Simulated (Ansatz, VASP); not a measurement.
# Cross-check of Sn2TeO between VASP and Ansatz, part 2 of 2

Wanted: the spread between two codes on one cell, functional and k mesh. The cell is generated by rule, not measured, and may not be a known phase. Of the first pair: The two relaxations start from unlike cells of this crystal (the structure described is Ansatz's start), so only their ends are compared.

VASP 6.6.1 and Ansatz 0.2.0.

So far: The structure; Ansatz: relaxation of cell and atoms, PBEsol, pair 1; VASP: relaxation of cell and atoms, PBEsol, pair 1; Differences.

## 5. VASP: relaxation of cell and atoms, PBEsol, pair 2

Level of this step: PBEsol; plane waves and PAW (Sn_d, O, Te); invented cell (VASP).

The relaxed volume is the usual yardstick between codes: in a stiff, nearly cubic crystal its relative difference is about their pressure difference at one cell divided by the bulk modulus. This pair takes another cell of the material, with 8 atoms against 4 for the pair before.

Input file INCAR:

```
SYSTEM = Sn2TeO
PREC = Accurate
ENCUT = 600
EDIFF = 1E-07
NELM = 120
ISMEAR = 1
SIGMA = 0.2
LREAL = .FALSE.
ALGO = Normal
GGA = PS
NBANDS = 49
LORBIT = 11
LWAVE = .FALSE.
LCHARG = .FALSE.
ISIF = 3
IBRION = 2
NSW = 80
EDIFFG = -0.005
LASPH = .TRUE.
GGA_COMPAT = .FALSE.
NELMIN = 4
KPAR = 2
```

Input file POSCAR:

```
Sn2TeO
1.0
    7.0369300000      0.0000000000      0.0000000000
    0.0000000000      7.0369300000      0.0000000000
    0.0000000000      0.0000000000      4.2493040000
Sn O Te
4 2 2
Direct
    0.7038111790      0.2038111790      0.5000000000
    0.2961888210      0.7961888210      0.5000000000
    0.2038111790      0.2961888210      0.5000000000
    0.7961888210      0.7038111790      0.5000000000
    0.5000000000      0.0000000000      0.5000000000
    0.0000000000      0.5000000000      0.5000000000
    0.5000000000      0.5000000000      0.0000000000
    0.0000000000      0.0000000000      0.0000000000
```

Input file KPOINTS:

```
Automatic mesh
0
Gamma
6 6 8
0 0 0
```

The projector-augmented-wave data sets are Sn_d, O and Te (PBE family, release 64).

The run is started by

```
> mpirun -np 2 vasp_std
```

Numbers of over 12 decimals in the logs are rounded to 6 here.

What it wrote:

```text
[banner, memory and clock lines left out]
running    2 mpi-ranks, on    1 nodes
[...]
[... a notice as in an earlier step ...]

 LDA part: xc-table for (Slater+PW92), standard interpolation
 POSCAR, INCAR and KPOINTS ok, starting setup
[...]
entering main loop
       N       E                     dE             d eps       ncg     rms          rms(c)
DAV:   1     0.956103404737E+03    0.95610E+03   -0.39623E+04  5207   0.230E+03
DAV:   2     0.141568122023E+03   -0.81454E+03   -0.78958E+03  4948   0.653E+02
DAV:   3    -0.283986953033E+02   -0.16997E+03   -0.16167E+03  5788   0.227E+02
DAV:   4    -0.429667816208E+02   -0.14568E+02   -0.14271E+02  5707   0.670E+01
[...]
DAV:  17    -0.388329593078E+02    0.43384E-05   -0.54680E-06  5971   0.140E-02    0.108E-02
DAV:  18    -0.388329582738E+02    0.10340E-05   -0.43654E-06  5518   0.785E-03    0.318E-03
DAV:  19    -0.388329582065E+02    0.67308E-07   -0.95896E-07  5513   0.467E-03
   1 F= -.38832958E+02 E0= -.38833300E+02  d E =-.388330E+02
[... from here on, the cycles between the ionic steps are left out ...]
   2 F= -.38833247E+02 E0= -.38833605E+02  d E =-.288934E-03
   3 F= -.38833264E+02 E0= -.38833619E+02  d E =-.306075E-03
   4 F= -.38833421E+02 E0= -.38833789E+02  d E =-.156915E-03
   5 F= -.38833484E+02 E0= -.38833866E+02  d E =-.219317E-03
   6 F= -.38833507E+02 E0= -.38833881E+02  d E =-.229458E-04
 trial-energy change:   -0.000023  1 .order   -0.000023   -0.000026   -0.000019
 step:   4.4060(harm=  4.4060)  dis= 0.00121  next Energy=   -38.833533 (dE=-0.490E-04)
 reached required accuracy - stopping structural energy minimisation
```

Parts of OUTCAR (step 5):

```text
  Total       -0.0109220     -0.0109220      0.0361118      0.0000000      0.0000000      0.0000000
  in kB       -0.0833372     -0.0833372      0.2755394      0.0000000      0.0000000      0.0000000
  external PRESSURE =       0.0362884 kB  Pullay stress =       0.0000000 kB

 POSITION                                       TOTAL-FORCE (eV/Angst)
 -----------------------------------------------------------------------------------
      4.95490      1.43748      2.12147         0.002445      0.002445     -0.000000
      2.07994      5.59736      2.12147        -0.002445     -0.002445      0.000000
      1.43748      2.07994      2.12147         0.002445     -0.002445      0.000000
      5.59736      4.95490      2.12147        -0.002445      0.002445     -0.000000
      3.51742      0.00000      2.12147        -0.000000     -0.000000     -0.000000
      0.00000      3.51742      2.12147         0.000000      0.000000     -0.000000
      3.51742      3.51742     -0.00000        -0.000000      0.000000     -0.000000
      0.00000      0.00000      0.00000        -0.000000     -0.000000     -0.000000
 -----------------------------------------------------------------------------------
    total drift:                                0.000000     -0.000000      0.000000

  FREE ENERGIE OF THE ION-ELECTRON SYSTEM (eV)
  ---------------------------------------------------
  free  energy   TOTEN  =       -38.8335065450 eV

  energy  without entropy=      -38.8346302501  energy(sigma->0) =      -38.83388111

[... 1 part as in an earlier step ...]

[... 3 further parts left out ...]
[key lines of the parts left out:]
E-fermi :   5.9626
```

The run keeps the 16 symmetry operations of its start, so it cannot find a distortion of lower symmetry.

## 6. Ansatz: relaxation of cell and atoms, PBEsol, pair 2

The same cell, functional, mesh and smearing now go to Ansatz, which takes its cutoff from its data sets.

The cell is taken from a series of runs on this material, whose earlier steps may have relaxed, scaled, displaced or heated it; both programs get it as it stands.

Input file input.yaml:

```yaml
crystal:
  lattice:
    - [7.0369296902, 0.0, 0.0]
    - [0.0, 7.0369296902, 0.0]
    - [0.0, 0.0, 4.2493039298]
  atoms:
    - { symbol: Sn, position: [0.7038112086, 0.2038112086, 0.5] }
    - { symbol: Sn, position: [0.2961887914, 0.7961887914, 0.5] }
    - { symbol: Sn, position: [0.2038112086, 0.2961887914, 0.5] }
    - { symbol: Sn, position: [0.7961887914, 0.7038112086, 0.5] }
    - { symbol: O, position: [0.5, 0.0, 0.5] }
    - { symbol: O, position: [0.0, 0.5, 0.5] }
    - { symbol: Te, position: [0.5, 0.5, 0.0] }
    - { symbol: Te, position: [0.0, 0.0, 0.0] }
kpoints:
  mp_grid: { grid: [6, 6, 8] }
hamiltonian:
  xc: pbesol
scf:
  occupations: { method: methfessel_paxton, width: 0.2 }
output:
  forces: true
  stress: true
  eigenvalues: true
relax:
  adjacent_minimum: "off"
  f_tol: 0.001
  max_steps: 60
  cell: { stress_tol: 0.01 }
```

The run is started by

```
> ansatz run input.yaml --threads 4 --pin off --max-ram 14336MiB --backend cpu --events-out ev --progress --plain --runs-dir out
```

What it wrote:

```text
[...]
Crystal: 8 atoms, lattice volume = 210.419 Å³
Basis set: ecut = 420 eV, 4083 PW (Γ), exchange–correlation on 96×96×60 points (8 copies of the dense FFT grid, shifted against one another)
Bands: 60, of which v1, the nominal top of the filled ones, is band 50 counted from 1 (49 counted from 0)
Symmetry: 16 space group operations
[...]
k-points: 50 of 288
[...]
- [0.0, 7.0369296902, 0.0]
    - [0.0, 0.0, 4.2493039298]
  atoms:
    - { symbol: Sn, position: [0.703811, 0.2038112086, 0.5] }
    - { symbol: Sn, position: [0.2961887914, 0.7961887914, 0.5] }
    - { symbol: Sn, position: [0.2038112086, 0.2961887914, 0.5] }
    - { symbol: Sn, position: [0.7961887914, 0.703811, 0.5] }
    - { symbol: O, position: [0.5, 0.0, 0.5] }
    - { symbol: O, position: [0.0, 0.5, 0.5] }
    - { symbol: Te, position: [0.5, 0.5, 0.0] }
    - { symbol: Te, position: [0.0, 0.0, 0.0] }
[key lines of the parts left out:]
SCF converged after 6 iterations
Free energy (F): -38723.057698 eV
Fermi energy:    8.509312 eV
P = ⅓ Tr σ = 0.0010 GPa (0.010 kbar)
```

## 7. Differences

What differs besides the data sets and the points named for the pairs above, as far as they apply: the data sets hold 100 valence electrons in Ansatz (on its default PAW (the set named soft_2) files) and 80 in VASP. Total energies have different zeros and are not compared.

Both answers:

```tsv
quantity	Ansatz	VASP	difference
volume (Å³)	210.42	209.98	+0.21 %
edge a after relaxation, in the typed setting (Å)	7.037	7.035	+0.03 %
edge c after relaxation, in the typed setting (Å)	4.249	4.243	+0.15 %
```

## 8. Ansatz: relaxation of cell and atoms, PBEsol, pair 3

The relaxed volume is the usual yardstick between codes: in a stiff, nearly cubic crystal its relative difference is about their pressure difference at one cell divided by the bulk modulus. This pair takes another cell of the material, with 4 atoms against 8 for the pair before.

The cell is taken from a series of runs on this material, whose earlier steps may have relaxed, scaled, displaced or heated it; both programs get it as it stands.

Input file input.yaml:

```yaml
crystal:
  lattice:
    - [4.6713717778, 0.0, 0.0]
    - [0.0, 4.6713717778, 0.0]
    - [0.0, 0.0, 4.5025495633]
  atoms:
    - { symbol: Sn, position: [0.5, 0.0, 0.3299819821] }
    - { symbol: Sn, position: [0.0, 0.5, 0.6700180179] }
    - { symbol: O, position: [0.0, 0.0, 0.0] }
    - { symbol: Te, position: [0.5, 0.5, 0.0] }
kpoints:
  mp_grid: { grid: [10, 10, 10] }
hamiltonian:
  xc: pbesol
scf:
  occupations: { method: gaussian, width: 0.1 }
output:
  forces: true
  stress: true
  eigenvalues: true
relax:
  adjacent_minimum: "off"
  f_tol: 0.005
  max_steps: 80
  cell: { stress_tol: 0.05 }
```

What it wrote:

```text
[...]
Crystal: 4 atoms, lattice volume = 98.253 Å³
Basis set: ecut = 420 eV, 1911 PW (Γ), exchange–correlation on 64×64×64 points (8 copies of the dense FFT grid, shifted against one another)
Bands: 30, of which v1, the nominal top of the filled ones, is band 25 counted from 1 (24 counted from 0)
Symmetry: 8 space group operations
[...]
k-points: 126 of 1000 (time reversal used)
[...]
--- Relaxed structure (3 steps of the walk, 2 accepted, 1 SCFs on fresh bases) ---
[...]
cell:  # Å, volume = 97.3973 Å³
    - [4.654655, 0, -1.1870707807998097e-18]
    - [0, 4.654655, 0]
    - [-1.1441703379501828e-18, 0, 4.495435]
  atoms:
    - { symbol: Sn, position: [0.5, 0, 0.333278] }
    - { symbol: Sn, position: [0, 0.5, 0.666722] }
    - { symbol: O, position: [0, 0, 0] }
    - { symbol: Te, position: [0.5, 0.5, 0] }
[key lines of the parts left out:]
SCF converged after 8 iterations
Free energy (F): -19359.374121 eV
Fermi energy:    8.997930 eV
P = ⅓ Tr σ = -0.0158 GPa (-0.158 kbar)
```

## 9. VASP: relaxation of cell and atoms, PBEsol, pair 3

The same cell, functional, mesh and smearing now go to VASP, with its own data sets.

Edit INCAR of step 5 so:

```diff
@@ -5,4 +5,4 @@
 NELM = 120
-ISMEAR = 1
-SIGMA = 0.2
+ISMEAR = 0
+SIGMA = 0.1
 LREAL = .FALSE.
@@ -10,3 +10,3 @@
 GGA = PS
-NBANDS = 49
+NBANDS = 26
 LORBIT = 11
```

Input file POSCAR:

```
Sn2TeO
1.0
    4.6713720000      0.0000000000      0.0000000000
    0.0000000000      4.6713720000      0.0000000000
    0.0000000000      0.0000000000      4.5025500000
Sn O Te
2 1 1
Direct
    0.5000000000      0.0000000000      0.3299818991
    0.0000000000      0.5000000000      0.6700178788
    0.0000000000      0.0000000000      0.0000000000
    0.5000000000      0.5000000000      0.0000000000
```

Input file KPOINTS:

```
Automatic mesh
0
Gamma
10 10 10
0 0 0
```

The run is started by

```
> mpirun -np 2 vasp_std
```

What it wrote:

```text
[banner, memory and clock lines left out]
running    2 mpi-ranks, on    1 nodes
[...]
[... a notice as in an earlier step ...]

 LDA part: xc-table for (Slater+PW92), standard interpolation
 POSCAR, INCAR and KPOINTS ok, starting setup
[...]
entering main loop
       N       E                     dE             d eps       ncg     rms          rms(c)
DAV:   1     0.369669679620E+03    0.36967E+03   -0.20935E+04  6598   0.221E+03
DAV:   2     0.350413367332E+02   -0.33463E+03   -0.32808E+03  6704   0.520E+02
DAV:   3    -0.172726692067E+02   -0.52314E+02   -0.51001E+02  8062   0.171E+02
DAV:   4    -0.199676314461E+02   -0.26950E+01   -0.26785E+01  7404   0.397E+01
[...]
DAV:  15    -0.172783621290E+02    0.28087E-04   -0.16007E-04  8528   0.531E-02    0.434E-03
DAV:  16    -0.172783624054E+02   -0.27637E-06   -0.62312E-06  5810   0.114E-02    0.508E-03
DAV:  17    -0.172783623476E+02    0.57771E-07   -0.15959E-07  4880   0.318E-03
   1 F= -.17278362E+02 E0= -.17276802E+02  d E =-.172784E+02
[... from here on, the cycles between the ionic steps are left out ...]
   2 F= -.17279020E+02 E0= -.17277473E+02  d E =-.657154E-03
   3 F= -.17279208E+02 E0= -.17277681E+02  d E =-.845979E-03
   4 F= -.17279661E+02 E0= -.17278163E+02  d E =-.453097E-03
   5 F= -.17280189E+02 E0= -.17278788E+02  d E =-.980834E-03
[...]
reached required accuracy - stopping structural energy minimisation
```

From OUTCAR (step 9):

```text
  Total        0.0133056      0.0133056     -0.0144446      0.0000000     -0.0000000      0.0000000
  in kB        0.2190966      0.2190966     -0.2378517      0.0000000     -0.0000000      0.0000000
  external PRESSURE =       0.0667805 kB  Pullay stress =       0.0000000 kB

 POSITION                                       TOTAL-FORCE (eV/Angst)
 -----------------------------------------------------------------------------------
      2.32090      0.00000      1.50794        -0.000000      0.000000      0.002072
      0.00000      2.32090      3.00789         0.000000     -0.000000     -0.002072
      0.00000      0.00000      4.51582        -0.000000      0.000000      0.000000
      2.32090      2.32090     -0.00000        -0.000000      0.000000      0.000000
 -----------------------------------------------------------------------------------
    total drift:                               -0.000000      0.000000      0.000565

  FREE ENERGIE OF THE ION-ELECTRON SYSTEM (eV)
  ---------------------------------------------------
  free  energy   TOTEN  =       -17.2801891607 eV

  energy  without entropy=      -17.2773868895  energy(sigma->0) =      -17.27878803

[... 1 part as in an earlier step ...]

[... 3 further parts left out ...]
[key lines of the parts left out:]
E-fermi :   6.2545
```

## 10. Differences

What differs besides the data sets and the points named for the pairs above, as far as they apply: the data sets hold 50 valence electrons in Ansatz (on its default PAW (the set named soft_2) files) and 40 in VASP. Total energies have different zeros and are not compared.

Compared:

```tsv
quantity	Ansatz	VASP	difference
volume (Å³)	97.40	97.30	+0.10 %
edge a after relaxation, in the typed setting (Å)	4.655	4.642	+0.28 %
edge c after relaxation, in the typed setting (Å)	4.495	4.516	-0.45 %
```

## 11. What came out

| Quantity | Value |
| --- | --- |
| difference in volume (relaxation of cell and atoms, PBEsol, pair 1) | 1.2 % |
| difference in volume (relaxation of cell and atoms, PBEsol, pair 2) | 0.21 % |
| difference in edge c after relaxation, in the typed setting (relaxation of cell and atoms, PBEsol, pair 3) | -0.45 % |

In words: The difference in volume is 1.2 % (relaxation of cell and atoms, PBEsol, pair 1), at about the 1.2 % picked in this series as the mark of a large difference, as far as the stopping tolerances let one tell. The data sets hold unlike numbers of valence electrons (50 in Ansatz and 40 in VASP and 100 in Ansatz and 80 in VASP), so part of the differences comes from the potentials. What causes the difference of the relaxation of cell and atoms, PBEsol, pair 1 pair stays open here. VASP runs on this material, other cells of it included, that failed, so that no pair exists: relaxation of cell and atoms, PBEsol (timeout). 1 further run of this series is not shown here. Such differences can come from data sets, numerical settings and the points named under the comparisons, not from the functional's error against experiment.

[Lines on the potential files, build, host, timing and source positions are cut from VASP's logs without a mark.]

[Logs are printed without paths, hosts, clocks, repeated set-up lines and the standing remarks that a program may print on its own settings, such as how far it seeks lower states.]

[Hosts, paths, dates, database ids (printed as entryN), source tags and the programs' standing remarks are cut or masked in the printed files.]
